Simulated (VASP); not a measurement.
Output of a VASP run:

**OSZICAR**
```
       N       E                     dE             d eps       ncg     rms          rms(c)
DAV:   1     0.789920273480E+02    0.78992E+02   -0.60400E+03   576   0.105E+03
DAV:   2    -0.292615449131E+01   -0.81918E+02   -0.74896E+02   824   0.156E+02
DAV:   3    -0.913708871086E+01   -0.62109E+01   -0.61810E+01   724   0.502E+01
DAV:   4    -0.925070419369E+01   -0.11362E+00   -0.11359E+00   744   0.843E+00
DAV:   5    -0.925289536892E+01   -0.21912E-02   -0.21911E-02   728   0.115E+00    0.445E+00
DAV:   6    -0.913044588311E+01    0.12245E+00   -0.12632E-01   628   0.192E+00    0.294E+00
DAV:   7    -0.909837840764E+01    0.32067E-01   -0.11776E-01   644   0.186E+00    0.531E-01
DAV:   8    -0.909560702037E+01    0.27714E-02   -0.10181E-02   648   0.602E-01    0.211E-01
DAV:   9    -0.909556041505E+01    0.46605E-04   -0.57660E-04   716   0.160E-01    0.869E-02
DAV:  10    -0.909555353906E+01    0.68760E-05   -0.28614E-05   680   0.412E-02    0.396E-02
DAV:  11    -0.909555239735E+01    0.11417E-05   -0.38024E-06   704   0.140E-02    0.233E-02
DAV:  12    -0.909555224994E+01    0.14741E-06   -0.37329E-07   700   0.418E-03    0.933E-03
DAV:  13    -0.909555222435E+01    0.25590E-07   -0.31478E-08   396   0.117E-03
   1 F= -.90955522E+01 E0= -.90955522E+01  d E =-.909555E+01
```

**OUTCAR**
```
------------------------ aborting loop because EDIFF is reached ----------------------------------------
  FORCE on cell =-STRESS in cart. coord.  units (eV):
  Direction    XX          YY          ZZ          XY          YZ          ZX
  --------------------------------------------------------------------------------------
  Total       -0.0107054     -0.0107054      0.0085197      0.0000000      0.0000000      0.0000000
  in kB       -0.1784678     -0.1784678      0.1420308      0.0000000      0.0000000      0.0000000
  external PRESSURE =      -0.0716350 kB  Pullay stress =       0.0000000 kB
  volume of cell :       96.11
      direct lattice vectors                 reciprocal lattice vectors
     2.037205079 -3.528542300  0.000000000     0.245434299 -0.141701575  0.000000000
     2.037205079  3.528542300  0.000000000     0.245434299  0.141701575  0.000000000
     0.000000000  0.000000000  6.684853321     0.000000000  0.000000000  0.149591914
 POSITION                                       TOTAL-FORCE (eV/Angst)
 -----------------------------------------------------------------------------------
      0.00000      0.00000      0.00000         0.000000     -0.000000      0.000000
      2.03721      1.17618      1.65417         0.000000     -0.000000      0.007083
      2.03721     -1.17618      5.03068        -0.000000      0.000000     -0.007083
 -----------------------------------------------------------------------------------
    total drift:                               -0.000000     -0.000000      0.000000
  FREE ENERGIE OF THE ION-ELECTRON SYSTEM (eV)
  ---------------------------------------------------
  free  energy   TOTEN  =        -9.0955522244 eV

  energy  without entropy=       -9.0955522244  energy(sigma->0) =       -9.09555222

 reached required accuracy - stopping structural energy minimisation
```
(Selected blocks of OUTCAR.)

**POSCAR**
```
MgI2
1
    2.0372050790    -3.5285422998     0.0000000000
    2.0372050790     3.5285422998     0.0000000000
    0.0000000000     0.0000000000     6.6848533205
Mg I
1 2
Direct
  0.0000000000   0.0000000000   1.0000000000
  0.3333330000   0.6666670000   0.2474505819
  0.6666670000   0.3333330000   0.7525494181
```

**Question.** Write an INCAR and KPOINTS that could have produced this output.

**Answer.** One answer among several that fit: the input of the run itself, LDA (Ceperley-Alder, Perdew-Zunger), plane waves, VASP's LDA PAW potentials (set 64).

### KPOINTS
```
Automatic mesh
0
Gamma
6 6 4
0 0 0
```

**INCAR**
```
ALGO=Normal
EDIFF=1E-7
EDIFFG=-0.01
ENCUT=520
IBRION=2
ISIF=4
ISMEAR=0
LASPH=.TRUE.
LCHARG=.FALSE.
LMAXMIX=4
LREAL=.FALSE.
LWAVE=.FALSE.
NELM=100
NSW=30
PREC=Accurate
SIGMA=0.05
SYSTEM=MgI2
```

POTCAR, in this order: Mg I (LDA.64 set). Program: vasp_std.

The compound is MgI2 in the 1T layered structure. It was relaxed first, which changed the volume by -6 %.
